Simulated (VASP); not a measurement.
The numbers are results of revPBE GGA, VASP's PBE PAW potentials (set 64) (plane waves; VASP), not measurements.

VASP ran on this input.

**INCAR**
```
# general
SYSTEM   =  Cd
PREC     =  Accurate
ENCUT    =  520
LREAL    =  .False.
LASPH    =  .True.

# electronic loop
EDIFF    =  1E-7
NELM     =  100
ALGO     =  Normal
LMAXMIX  =  4

# smearing
ISMEAR   =  1
SIGMA    =  0.1

# functional
GGA      =  RE

# ions
IBRION   =  2
NSW      =  30
ISIF     =  4
EDIFFG   =  -0.01

# output
LWAVE    =  .False.
LCHARG   =  .False.
```

### KPOINTS
```
Regular mesh
0
G
  14 14 6
0 0 0
```

### POSCAR
```
Cd
1
    1.5516188289    -2.6874829664     0.0000000000
    1.5516188289     2.6874829664     0.0000000000
    0.0000000000     0.0000000000     6.1584971240
Cd
2
Direct
  0.3333330000   0.6666670000   0.2500000000
  0.6666670000   0.3333330000   0.7500000000
```

POTCAR, in this order: Cd (PBE.64 set). Program: vasp_std.

Output of the run:

OSZICAR:
```
       N       E                     dE             d eps       ncg     rms          rms(c)
DAV:   1     0.163287062968E+03    0.16329E+03   -0.13056E+04  3072   0.146E+03
DAV:   2     0.279883320142E+01   -0.16049E+03   -0.15694E+03  3128   0.364E+02
DAV:   3    -0.849004226051E+00   -0.36478E+01   -0.36435E+01  3832   0.647E+01
DAV:   4    -0.853406625236E+00   -0.44024E-02   -0.44022E-02  3456   0.206E+00
DAV:   5    -0.853421262545E+00   -0.14637E-04   -0.14637E-04  3880   0.105E-01    0.314E+00
DAV:   6    -0.814637864059E+00    0.38783E-01   -0.16406E-01  3264   0.483E+00    0.262E+00
DAV:   7    -0.819740116506E+00   -0.51023E-02   -0.22490E-02  3536   0.148E+00    0.127E+00
DAV:   8    -0.822394397012E+00   -0.26543E-02   -0.41708E-03  3296   0.802E-01    0.892E-02
DAV:   9    -0.822544633063E+00   -0.15024E-03   -0.98772E-05  3904   0.965E-02    0.397E-02
DAV:  10    -0.822574923988E+00   -0.30291E-04   -0.37023E-05  3288   0.685E-02    0.355E-03
DAV:  11    -0.822574802187E+00    0.12180E-06   -0.87718E-08  3216   0.293E-03    0.155E-03
DAV:  12    -0.822574687978E+00    0.11421E-06   -0.69193E-08  2512   0.226E-03    0.227E-04
DAV:  13    -0.822574697940E+00   -0.99617E-08   -0.69647E-10  1744   0.291E-04
   1 F= -.82257470E+00 E0= -.82256621E+00  d E =-.822575E+00
       N       E                     dE             d eps       ncg     rms          rms(c)
DAV:   1    -0.832064868326E+00   -0.94902E-02   -0.38850E-01  3248   0.569E+00    0.438E-01
DAV:   2    -0.826572898428E+00    0.54920E-02   -0.31582E-03  3224   0.767E-01    0.258E-01
DAV:   3    -0.823750255951E+00    0.28226E-02   -0.52241E-03  3288   0.698E-01    0.773E-02
DAV:   4    -0.823788349624E+00   -0.38094E-04   -0.41115E-04  3256   0.273E-01    0.775E-02
DAV:   5    -0.823791713463E+00   -0.33638E-05   -0.28087E-06  3464   0.225E-02    0.443E-02
DAV:   6    -0.823789338639E+00    0.23748E-05   -0.13843E-05  3264   0.298E-02    0.574E-02
DAV:   7    -0.823788704537E+00    0.63410E-06   -0.10541E-06  3304   0.122E-02    0.372E-02
DAV:   8    -0.823788366098E+00    0.33844E-06   -0.74345E-07  3152   0.689E-03    0.134E-02
DAV:   9    -0.823788289802E+00    0.76296E-07   -0.14518E-07  2360   0.331E-03
   2 F= -.82378829E+00 E0= -.82365518E+00  d E =-.121359E-02
       N       E                     dE             d eps       ncg     rms          rms(c)
DAV:   1    -0.832517572369E+00   -0.87292E-02   -0.38766E-01  3208   0.568E+00    0.438E-01
DAV:   2    -0.827001525864E+00    0.55160E-02   -0.31885E-03  3216   0.766E-01    0.258E-01
DAV:   3    -0.824178813873E+00    0.28227E-02   -0.52814E-03  3304   0.697E-01    0.774E-02
DAV:   4    -0.824216024361E+00   -0.37210E-04   -0.40801E-04  3216   0.272E-01    0.775E-02
DAV:   5    -0.824219871021E+00   -0.38467E-05   -0.31264E-06  3416   0.238E-02    0.455E-02
DAV:   6    -0.824216694949E+00    0.31761E-05   -0.15490E-05  3240   0.313E-02    0.576E-02
DAV:   7    -0.824216088416E+00    0.60653E-06   -0.11404E-06  3296   0.129E-02    0.379E-02
DAV:   8    -0.824215742579E+00    0.34584E-06   -0.70337E-07  3032   0.676E-03    0.143E-02
DAV:   9    -0.824215651378E+00    0.91201E-07   -0.16657E-07  2456   0.355E-03
   3 F= -.82421565E+00 E0= -.82404475E+00  d E =-.164095E-02
```

### OUTCAR
```
------------------------ aborting loop because EDIFF is reached ----------------------------------------
  FORCE on cell =-STRESS in cart. coord.  units (eV):
  Direction    XX          YY          ZZ          XY          YZ          ZX
  --------------------------------------------------------------------------------------
  Total       -0.4475995     -0.4475996     -0.4365766      0.0000000      0.0000000     -0.0000000
  in kB      -13.9625477    -13.9625508    -13.6186948      0.0000000      0.0000000     -0.0000000
  external PRESSURE =     -13.8479311 kB  Pullay stress =       0.0000000 kB
  volume of cell :       51.36
      direct lattice vectors                 reciprocal lattice vectors
     1.543564311 -2.673532112 -0.000000000     0.323925603 -0.187018513 -0.000000000
     1.543564311  2.673532112 -0.000000000     0.323925603  0.187018513 -0.000000000
     0.000000000  0.000000000  6.222936520     0.000000000  0.000000000  0.160695838
 POSITION                                       TOTAL-FORCE (eV/Angst)
 -----------------------------------------------------------------------------------
      1.54356      0.89118      1.55573         0.000000     -0.000000      0.000000
      1.54356     -0.89118      4.66720        -0.000000      0.000000      0.000000
 -----------------------------------------------------------------------------------
    total drift:                               -0.000000      0.000223      0.000001
  FREE ENERGIE OF THE ION-ELECTRON SYSTEM (eV)
  ---------------------------------------------------
  free  energy   TOTEN  =        -0.8242156514 eV

  energy  without entropy=       -0.8237029509  energy(sigma->0) =       -0.82404475

 reached required accuracy - stopping structural energy minimisation
```
(Selected blocks of OUTCAR.)

### CONTCAR
```
Cd
   1.00000000000000
     1.5435643114394282   -2.6735321122320568   -0.0000000000000000
     1.5435643114394282    2.6735321122320568   -0.0000000000000000
     0.0000000000000000    0.0000000000000000    6.2229365201979485
  Cd
     2
Direct
     0.3333330000000032    0.6666669999999968    0.2500000000000000
     0.6666669999999968    0.3333330000000032    0.7500000000000000
```

The compound is Cd in the hcp structure. This cell is one point of a volume scan, at 1.06 of the reference volume. Symmetry was kept, so distortions that lower it aren't found.
